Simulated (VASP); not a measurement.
# MgBe (Pm-3m) in VASP: further runs

One crystal, MgBe, is run at these levels: r2SCAN, MS2, r2SCAN+D4; tasks: relaxation of cell and atoms.

Program: VASP 6.6.1. These are calculated values, not measurements. Logs are shortened: lines on timing, memory, paths and dates and some standing lists are left out, and cuts for length are marked.

**1. The crystal as given**

It takes space group Pm-3m (No. 221, cubic). Conventional cell: a = 2.902 Å, b = 2.902 Å, c = 2.902 Å, α = 90.00°, β = 90.00°, γ = 90.00°. Around Mg (site symmetry m-3m) lie 8 Be at 2.51 Å. Around Be (site symmetry m-3m) lie 8 Mg at 2.51 Å.

The cell was built by a generator and needn't be a form met in nature.

**2. Relaxation of cell and atoms, r2SCAN**

Contents of INCAR:

```
SYSTEM = MgBe
PREC     = Accurate       ! precision mode
ENCUT    = 600            ! plane-wave cutoff, eV
EDIFF    = 1E-6           ! SCF threshold, eV
ISMEAR   = 1              ! smearing method
SIGMA    = 0.1            ! smearing width, eV
LREAL    = .False.        ! projectors in reciprocal space
LASPH    = .True.         ! aspherical terms in the spheres
NELM     = 60             ! most SCF steps
ALGO     = Normal         ! electronic algorithm
ISIF     = 3              ! what is computed and relaxed
LWAVE    = .False.        ! write WAVECAR
LCHARG   = .False.        ! write CHGCAR
METAGGA  = R2SCAN         ! meta-GGA
LMIXTAU  = .True.       
IBRION   = 2              ! ionic algorithm
NSW      = 60             ! ionic steps
EDIFFG   = -0.005         ! ionic threshold
```

Contents of KPOINTS:

```
regular mesh
0
Gamma
  9 9 9
  0 0 0
```

Contents of POSCAR:

```
MgBe
1.0
    2.9023522700      0.0000000000      0.0000000000
    0.0000000000      2.9023522700      0.0000000000
    0.0000000000      0.0000000000      2.9023522700
Mg Be
1 1
Direct
    0.5000000000      0.5000000000      0.5000000000
    0.0000000000      0.0000000000      0.0000000000
```

Potentials or basis: VASP PAW PBE potentials, release 64 (Mg, Be).

Run with:

```console
cat potpaw_PBE.64/Mg/POTCAR potpaw_PBE.64/Be/POTCAR > POTCAR
mpirun -np 1 vasp_std > vasp.out
```

OUTCAR:

```text
SYSTEM = MgBe
   PREC = Accurate
   ENCUT = 600
   EDIFF = 1E-6
   ISMEAR = 1
   LREAL = .False.
   LASPH = .True.
   NELM = 60
   ISIF = 3
   METAGGA = R2SCAN
   IBRION = 2
   NSW = 60
   EDIFFG = -0.005

 ion  position               nearest neighbor table
   1  0.500  0.500  0.500-   2 2.51   2 2.51   2 2.51   2 2.51   2 2.51   2 2.51   2 2.51   2 2.51

   2  0.000  0.000  0.000-   1 2.51   1 2.51   1 2.51   1 2.51   1 2.51   1 2.51   1 2.51   1 2.51

  LATTYP: Found a simple cubic cell.
 ALAT       =     2.9023522700

  Lattice vectors:

 A1 = (   2.9023522700,   0.0000000000,   0.0000000000)
 A2 = (   0.0000000000,   2.9023522700,   0.0000000000)
 A3 = (   0.0000000000,   0.0000000000,   2.9023522700)

Analysis of symmetry for initial positions (statically):
=====================================================================
 Subroutine PRICEL returns:
 Original cell was already a primitive cell.

 Routine SETGRP: Setting up the symmetry group for a
 simple cubic supercell.

 Subroutine GETGRP returns: Found 48 space group operations
 (whereof 48 operations were pure point group operations)
 out of a pool of 48 trial point group operations.

The static configuration has the point symmetry O_h .

Analysis of symmetry for dynamics (positions and initial velocities):
=====================================================================
 Subroutine PRICEL returns:
 Original cell was already a primitive cell.

 Routine SETGRP: Setting up the symmetry group for a
 simple cubic supercell.

 Subroutine GETGRP returns: Found 48 space group operations
 (whereof 48 operations were pure point group operations)
 out of a pool of 48 trial point group operations.

The dynamic configuration has the point symmetry O_h .

 Subroutine INISYM returns: Found 48 space group operations
 (whereof 48 operations are pure point group operations),
 and found     1 'primitive' translations

----------------------------------------------------------------------------------------

                                     Primitive cell

  volume of cell :      24.4484

  direct lattice vectors                    reciprocal lattice vectors
     2.902352270  0.000000000  0.000000000     0.344548114  0.000000000  0.000000000
     0.000000000  2.902352270  0.000000000     0.000000000  0.344548114  0.000000000
     0.000000000  0.000000000  2.902352270     0.000000000  0.000000000  0.344548114

  length of vectors
     2.902352270  2.902352270  2.902352270     0.344548114  0.344548114  0.344548114

  position of ions in fractional coordinates (direct lattice)
     0.500000000  0.500000000  0.500000000
     0.000000000  0.000000000  0.000000000
[... 87 lines left out ...]
   PSTRESS=    0.0 pullay stress
   NELECT =       4.0000    total number of electrons
   NUPDOWN=      -1.0000    fix difference up-down
   EMIN   =  10.00;   EMAX   =-10.00  energy-range for DOS
   EFERMI =   0.00;   METHOD = LEGACY
   ISMEAR =     1;   SIGMA  =   0.10  broadening in eV -4-tet -1-fermi 0-gaus
   EFERMI_NEDOS =   21; number of points for ismear=-14 and -15
   IALGO  =     38    algorithm
   IMIX   =      4    mixing-type and parameters
     AMIX     =   0.40;   BMIX     =  1.00
     AMIX_MAG =   1.60;   BMIX_MAG =  1.00
  volume/ion in A,a.u.               =      12.22        82.49
  Fermi-wavevector in a.u.,A,eV,Ry     =   0.895388  1.692038 10.908063  0.801720
  Thomas-Fermi vector in A             =   2.017714
   LORBIT       =      0    0 simple, 1 ext, 2 COOP (PROOUT), +10 PAW based schemes
   METAGGA = R2SCAN    functional components
   LHFCALC =     F    Hartree Fock is set to
   AEXX    =    0.0000 exact exchange contribution
   IVDW    =     0    specifies the selected vdW correction
   LEPSILON=     F    determine dielectric tensor
   LRPA    =     F    only Hartree local field effects (RPA)
 conjugate gradient relaxation of ions
 non-spin polarized calculation
 Methfessel and Paxton  Order N= 1 SIGMA  =   0.10
  energy-cutoff  :      600.00
  volume of cell :       24.45
 maximum number of plane-waves:       831
 NGX is ok and might be reduce to    24
   NGX = 11   NGY = 11   NGZ = 11

--------------------------------------- Ionic step        1  -------------------------------------------

 number of electron       4.0000000 magnetization

 Free energy of the ion-electron system (eV)
  ---------------------------------------------------
  ext. energy  EPLUGINS =         0.00000000
  ---------------------------------------------------
  free energy    TOTEN  =        -7.53801598 eV

  energy without entropy =       -7.53660171  energy(sigma->0) =       -7.53754456

------------------------ aborting loop because EDIFF is reached ----------------------------------------

  FORCE on cell =-STRESS in cart. coord.  units (eV):
  Direction    XX          YY          ZZ          XY          YZ          ZX
  --------------------------------------------------------------------------------------
  -------------------------------------------------------------------------------------
  Total        2.3200510      2.3200510      2.3200510     -0.0000000     -0.0000000     -0.0000000
  in kB      152.0399568    152.0399568    152.0399568     -0.0000000     -0.0000000     -0.0000000
  external PRESSURE =     152.0399568 kB  Pullay stress =       0.0000000 kB
[... 23 lines left out ...]
--------------------------------------- Ionic step        2  -------------------------------------------

 number of electron       4.0000000 magnetization

 E-fermi :   4.1906     XC(G=0): -10.0142

 val. band max:        4.1134532454   @ k =   0.2222   0.1111   0.0000
 cond. band min:       4.2079316120   @ k =   0.4444   0.4444   0.3333
 fundamental gap:      0.0944783666
 Fermi energy:         4.1906483702

 k-point     1 :       0.0000    0.0000    0.0000
  band No.  band energies     occupation
      1      -5.0065      2.00000
      2       8.4913      0.00000
      3       8.4913      0.00000
      4       8.4913      0.00000
      5      10.5326      0.00000
      6      10.5326      0.00000
[... 242 lines left out ...]
--------------------------------------- Ionic step        3  -------------------------------------------

 number of electron       4.0000000 magnetization

 Free energy of the ion-electron system (eV)
  ---------------------------------------------------
  ext. energy  EPLUGINS =         0.00000000
  ---------------------------------------------------
  free energy    TOTEN  =        -7.72686698 eV

  energy without entropy =       -7.72535260  energy(sigma->0) =       -7.72636219

 E-fermi :   4.1435     XC(G=0):  -9.9861

 val. band max:        4.0638722851   @ k =   0.2222   0.1111   0.0000
 cond. band min:       4.1609112025   @ k =   0.4444   0.4444   0.3333
 fundamental gap:      0.0970389174
 Fermi energy:         4.1434842194

 k-point     1 :       0.0000    0.0000    0.0000
  band No.  band energies     occupation
      1      -5.0167      2.00000
      2       8.4154      0.00000
      3       8.4154      0.00000
      4       8.4154      0.00000
      5      10.4674      0.00000
      6      10.4674      0.00000
[... 236 lines left out ...]
  FREE ENERGIE OF THE ION-ELECTRON SYSTEM (eV)
  ---------------------------------------------------
  free  energy   TOTEN  =        -7.7268669807 eV

  energy  without entropy=       -7.7253526025  energy(sigma->0) =       -7.72636219

 reached required accuracy - stopping structural energy minimisation
```

OSZICAR:

```text
N       E                     dE             d eps       ncg     rms          rms(c)
DAV:   1    -0.211967224638E+01   -0.21197E+01   -0.17716E+03   420   0.589E+02
DAV:   2    -0.766674506566E+01   -0.55471E+01   -0.48929E+01   576   0.560E+01
DAV:   3    -0.774321373301E+01   -0.76469E-01   -0.71730E-01   516   0.677E+00
[... 24 lines left out ...]
DAV:   1    -0.772686501719E+01   -0.31510E-03   -0.15970E-03   522   0.390E-01    0.137E-02
DAV:   2    -0.772687695586E+01   -0.11939E-04   -0.34874E-05   606   0.555E-02    0.994E-03
DAV:   3    -0.772687242075E+01    0.45351E-05   -0.25990E-05   438   0.556E-02    0.561E-03
DAV:   4    -0.772686665673E+01    0.57640E-05   -0.23120E-05   492   0.471E-02    0.943E-04
DAV:   5    -0.772686698071E+01   -0.32397E-06   -0.88060E-08   372   0.280E-03
   3 F= -.77268670E+01 E0= -.77263622E+01  d E =-.188851E+00
```

CONTCAR:

```text
MgBe
   1.00000000000000
     3.0730636025611728   -0.0000000000000000   -0.0000000000000000
    -0.0000000000000000    3.0730636025611728    0.0000000000000000
     0.0000000000000000   -0.0000000000000000    3.0730636025611728
  Mg              Be
     1     1
Direct
     0.5000000000000000    0.5000000000000000    0.5000000000000000
     0.0000000000000000    0.0000000000000000    0.0000000000000000

  0.00000000E+00  0.00000000E+00  0.00000000E+00
  0.00000000E+00  0.00000000E+00  0.00000000E+00
```

Wall time 22 s (1 thread of Intel Xeon 6975P-C (Granite Rapids), shared host); peak memory 0.14 GiB.

Results:

```yaml
Free_energy: -7.7269 eV
Relaxed_volume: 14.51 Å³/atom
Relaxed_cell: a = 3.073 Å, b = 3.073 Å, c = 3.073 Å, α = 90.00°, β = 90.00°, γ = 90.00°
Space_group_after_relaxing_to_0.05_Å: Pm-3m (No. 221)
Energy_gained_by_relaxing: 94.4 meV/atom
Ionic_steps: 3
Pressure_after_relaxing: 0.0 GPa
Band_gap_on_the_k_mesh: none (metal or under the smearing width)
```

Step by step:
| step | energy change (eV) | largest force (eV/Å) | pressure (GPa) | volume (Å³) |
| --- | --- | --- | --- | --- |
| 1 | 0.0000 | 0.0000 | 15.20 | 24.45 |
| 2 | -0.1885 | 0.0000 | 0.49 | 28.79 |
| 3 | -0.1889 | 0.0000 | -0.02 | 29.02 |

Final structure:
```
Mg Be
1.0
     3.07306    0.00000    0.00000
     0.00000    3.07306    0.00000
     0.00000    0.00000    3.07306
Mg Be
1 1
Direct
  0.50000 0.50000 0.50000
  0.00000 0.00000 0.00000
```

Caveat: the volume moved by over 15 % at a fixed basis, so the end points are rough; the PAW data sets were made with another functional, which shifts forces and pressure a little.

**3. Relaxation of cell and atoms, MS2**

Contents of INCAR:

```
SYSTEM = MgBe
PREC     = Accurate       ! precision mode
ENCUT    = 600            ! plane-wave cutoff, eV
EDIFF    = 1E-6           ! SCF threshold, eV
ISMEAR   = 1              ! smearing method
SIGMA    = 0.1            ! smearing width, eV
LREAL    = .FALSE.        ! projectors in reciprocal space
LASPH    = .TRUE.         ! aspherical terms in the spheres
NELM     = 100            ! most SCF steps
ALGO     = Normal         ! electronic algorithm
ISIF     = 3              ! what is computed and relaxed
LWAVE    = .FALSE.        ! write WAVECAR
LCHARG   = .FALSE.        ! write CHGCAR
METAGGA  = MS2            ! meta-GGA
LMIXTAU  = .TRUE.       
IBRION   = 2              ! ionic algorithm
NSW      = 40             ! ionic steps
EDIFFG   = -0.01          ! ionic threshold
```

Contents of KPOINTS:

```
regular mesh
0
G
  9 9 9
  0 0 0
```

POSCAR is that of step 2.

Potentials or basis: VASP PAW PBE potentials, release 64 (Mg, Be).

Run with:

```console
cat potpaw_PBE.64/Mg/POTCAR potpaw_PBE.64/Be/POTCAR > POTCAR
mpirun -np 1 vasp_std > vasp.out
```

OUTCAR:

```text
SYSTEM = MgBe
   PREC = Accurate
   ENCUT = 600
   EDIFF = 1E-6
   ISMEAR = 1
   LREAL = .FALSE.
   LASPH = .TRUE.
   NELM = 100
   ISIF = 3
   METAGGA = MS2
   IBRION = 2
   NSW = 40
   EDIFFG = -0.01

 ion  position               nearest neighbor table
   1  0.500  0.500  0.500-   2 2.51   2 2.51   2 2.51   2 2.51   2 2.51   2 2.51   2 2.51   2 2.51

   2  0.000  0.000  0.000-   1 2.51   1 2.51   1 2.51   1 2.51   1 2.51   1 2.51   1 2.51   1 2.51

  LATTYP: Found a simple cubic cell.
 ALAT       =     2.9023522700

  Lattice vectors:

 A1 = (   2.9023522700,   0.0000000000,   0.0000000000)
 A2 = (   0.0000000000,   2.9023522700,   0.0000000000)
 A3 = (   0.0000000000,   0.0000000000,   2.9023522700)

Analysis of symmetry for initial positions (statically):
=====================================================================
 Subroutine PRICEL returns:
 Original cell was already a primitive cell.
[... 179 lines left out ...]
 fundamental gap:      0.1094932955
 Fermi energy:         5.1809515637

 k-point     1 :       0.0000    0.0000    0.0000
  band No.  band energies     occupation
      1      -4.4754      2.00000
      2      10.1717      0.00000
      3      10.1717      0.00000
      4      10.1717      0.00000
      5      11.6053      0.00000
      6      11.6053      0.00000
[... 278 lines left out ...]
--------------------------------------- Ionic step        3  -------------------------------------------

 number of electron       4.0000000 magnetization

 Free energy of the ion-electron system (eV)
  ---------------------------------------------------
  ext. energy  EPLUGINS =         0.00000000
  ---------------------------------------------------
  free energy    TOTEN  =        -9.17897311 eV

  energy without entropy =       -9.17843321  energy(sigma->0) =       -9.17879314

 E-fermi :   4.1753     XC(G=0):  -9.6932

 val. band max:        4.1550401097   @ k =   0.2222   0.1111   0.0000
 cond. band min:       4.2505801128   @ k =   0.2222   0.2222   0.1111
 fundamental gap:      0.0955400031
 Fermi energy:         4.1753119347

 k-point     1 :       0.0000    0.0000    0.0000
  band No.  band energies     occupation
      1      -4.7029      2.00000
      2       8.4763      0.00000
      3       8.4763      0.00000
      4       8.4763      0.00000
      5      10.2917      0.00000
      6      10.2917      0.00000
[... 236 lines left out ...]
  FREE ENERGIE OF THE ION-ELECTRON SYSTEM (eV)
  ---------------------------------------------------
  free  energy   TOTEN  =        -9.1789731082 eV

  energy  without entropy=       -9.1784332062  energy(sigma->0) =       -9.17879314

 reached required accuracy - stopping structural energy minimisation
```

OSZICAR:

```text
N       E                     dE             d eps       ncg     rms          rms(c)
DAV:   1    -0.433302045202E+01   -0.43330E+01   -0.17607E+03   420   0.588E+02
DAV:   2    -0.988780352802E+01   -0.55548E+01   -0.48974E+01   576   0.567E+01
DAV:   3    -0.996208927446E+01   -0.74286E-01   -0.69539E-01   510   0.677E+00
[... 26 lines left out ...]
DAV:   4    -0.917896950508E+01   -0.15501E-05   -0.84468E-05   432   0.805E-02    0.306E-03
DAV:   5    -0.917897226411E+01   -0.27590E-05   -0.94538E-06   432   0.355E-02    0.134E-03
DAV:   6    -0.917897095416E+01    0.13100E-05   -0.35887E-06   438   0.213E-02    0.133E-03
DAV:   7    -0.917897307082E+01   -0.21167E-05   -0.47351E-06   420   0.262E-02    0.273E-04
DAV:   8    -0.917897310817E+01   -0.37342E-07   -0.52367E-08   270   0.217E-03
   3 F= -.91789731E+01 E0= -.91787931E+01  d E =-.157342E+00
```

CONTCAR:

```text
MgBe
   1.00000000000000
     3.0604163096942112   -0.0000000000000000   -0.0000000000000000
    -0.0000000000000000    3.0604163096942112    0.0000000000000000
     0.0000000000000000    0.0000000000000000    3.0604163096942112
  Mg              Be
     1     1
Direct
     0.5000000000000000    0.5000000000000000    0.5000000000000000
     0.0000000000000000    0.0000000000000000    0.0000000000000000

  0.00000000E+00  0.00000000E+00  0.00000000E+00
  0.00000000E+00  0.00000000E+00  0.00000000E+00
```

Run time: 21 s. Hardware: 1 thread of Intel Xeon 6975P-C (Granite Rapids), shared host; peak memory 0.15 GiB.

What came out:

```
Free energy                            : -9.1790 eV
Relaxed volume                         : 14.33 Å³/atom
Relaxed cell                           : a = 3.060 Å, b = 3.060 Å, c = 3.060 Å, α = 90.00°, β = 90.00°, γ = 90.00°
Space group after relaxing (to 0.05 Å) : Pm-3m (No. 221)
Energy gained by relaxing              : 78.7 meV/atom
Ionic steps                            : 3
Pressure after relaxing                : -0.1 GPa
Band gap on the k mesh                 : none (metal or under the smearing width)
```

The path:
```
step  energy change (eV)  largest force (eV/Å)  pressure (GPa)  volume (Å³)
   1              0.0000                0.0000           13.62        24.45
   2             -0.1566                0.0000            0.75        28.31
   3             -0.1573                0.0000           -0.05        28.66
```

Final structure:
```
Mg Be
1.0
     3.06042    0.00000    0.00000
     0.00000    3.06042    0.00000
     0.00000    0.00000    3.06042
Mg Be
1 1
Direct
  0.50000 0.50000 0.50000
  0.00000 0.00000 0.00000
```

Levels at points of the mesh, in eV from the Fermi level:
| k point | band 1 | band 2 | band 3 | band 4 | band 5 |
| --- | --- | --- | --- | --- | --- |
| (0.00, 0.00, 0.00) | -8.88 | 4.30 | 4.30 | 4.30 | 6.12 |

Caveat: the volume moved by over 15 % at a fixed basis, so the end points are rough; the PAW data sets were made with another functional, which shifts forces and pressure a little.

(Part 1 of 2 ends here.)
